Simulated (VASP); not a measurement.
Level of theory: PBE GGA with D3 dispersion (zero damping), VASP's PBE PAW potentials (set 64) (plane waves; VASP 6.6.1).

VASP ran on this input.

### KPOINTS
```
K-points
0
Gamma
 13 13 8
```

INCAR:
```
NEDOS = 601   # DOS grid
LASPH = .True.
PREC = Accurate
IVDW = 11
LWAVE = .False.
LREAL = .False.   # projection in real space or not
EDIFF = 1E-7
GGA = PE   # PBE
ALGO = Normal   # blocked Davidson
ISMEAR = -5   # tetrahedra, Bloechl
SYSTEM = Er
LORBIT = 11   # lm-projected
ENCUT = 520
LMAXMIX = 6
LCHARG = .True.
NELM = 100   # most electronic steps
ISIF = 2
```

### POSCAR
```
Er
1
    1.7687431926    -3.0635526461     0.0000000000
    1.7687431926     3.0635526461     0.0000000000
    0.0000000000     0.0000000000     5.4334008772
Er
2
Direct
  0.3333330000   0.6666670000   0.2500000000
  0.6666670000   0.3333330000   0.7500000000
```

POTCAR, in this order: Er_3 (PBE.64 set). Program: vasp_std.

Output

**OSZICAR**
```
       N       E                     dE             d eps       ncg     rms          rms(c)
DAV:   1     0.467559879325E+02    0.46756E+02   -0.87055E+03  4656   0.138E+03
DAV:   2    -0.647801449925E+01   -0.53234E+02   -0.51867E+02  4615   0.535E+02
DAV:   3    -0.886407232794E+01   -0.23861E+01   -0.22634E+01  4883   0.580E+01
DAV:   4    -0.896158825875E+01   -0.97516E-01   -0.93391E-01  4919   0.103E+01
DAV:   5    -0.896483871134E+01   -0.32505E-02   -0.32010E-02  4662   0.189E+00    0.255E+01
DAV:   6    -0.896365817579E+01    0.11805E-02   -0.28937E-02  4582   0.341E+00    0.152E+01
DAV:   7    -0.897537014837E+01   -0.11712E-01   -0.50238E-02  4435   0.441E+00    0.385E-01
DAV:   8    -0.897517264594E+01    0.19750E-03   -0.32308E-03  4416   0.779E-01    0.100E-01
DAV:   9    -0.897517398373E+01   -0.13378E-05   -0.19977E-04  4629   0.204E-01    0.314E-02
DAV:  10    -0.897516835654E+01    0.56272E-05   -0.26081E-05  4618   0.642E-02    0.428E-02
DAV:  11    -0.897516903807E+01   -0.68153E-06   -0.22610E-06  4568   0.189E-02    0.394E-03
DAV:  12    -0.897516934718E+01   -0.30911E-06   -0.17797E-07  2768   0.668E-03    0.185E-03
DAV:  13    -0.897516931133E+01    0.35853E-07   -0.35262E-08  2380   0.818E-03
   1 F= -.95961242E+01 E0= -.95961242E+01  d E =0.000000E+00
```

### OUTCAR
```
------------------------ aborting loop because EDIFF is reached ----------------------------------------
 Edisp (eV)   -0.62095
  FORCE on cell =-STRESS in cart. coord.  units (eV):
  Direction    XX          YY          ZZ          XY          YZ          ZX
  --------------------------------------------------------------------------------------
  Total      -0.00035    -0.00035     0.17062     0.00000     0.00000     0.00000
  in kB      -0.00951    -0.00951     4.64238     0.00000     0.00000     0.00000
  external pressure =        1.54 kB  Pullay stress =        0.00 kB
  volume of cell :       58.88
      direct lattice vectors                 reciprocal lattice vectors
     1.768743193 -3.063552646  0.000000000     0.282686600 -0.163209208  0.000000000
     1.768743193  3.063552646  0.000000000     0.282686600  0.163209208  0.000000000
     0.000000000  0.000000000  5.433400877     0.000000000  0.000000000  0.184046792
 POSITION                                       TOTAL-FORCE (eV/Angst)
 -----------------------------------------------------------------------------------
      1.76874      1.02119      1.35835         0.000000     -0.000000      0.000000
      1.76874     -1.02119      4.07505         0.000000      0.000000      0.000000
 -----------------------------------------------------------------------------------
    total drift:                                0.000000      0.000085     -0.000011
  FREE ENERGIE OF THE ION-ELECTRON SYSTEM (eV)
  ---------------------------------------------------
  free  energy   TOTEN  =        -9.5961242195 eV

  energy  without entropy=       -9.5961242195  energy(sigma->0) =       -9.59612422

 total charge

# of ion       s       p       d       tot
------------------------------------------
    1        0.524   6.555   1.122   8.201
    2        0.524   6.555   1.122   8.201
--------------------------------------------------
tot          1.049  13.110   2.244  16.403
```
(Selected blocks of OUTCAR.)

The 4f electrons are frozen in the core of the lanthanide potential, so 4f levels, which can set the real gap, and their magnetism are missing. For a metal the tetrahedron method with Blöchl corrections gives inexact stress and forces.

The compound is Er in the hcp structure. It was relaxed first.
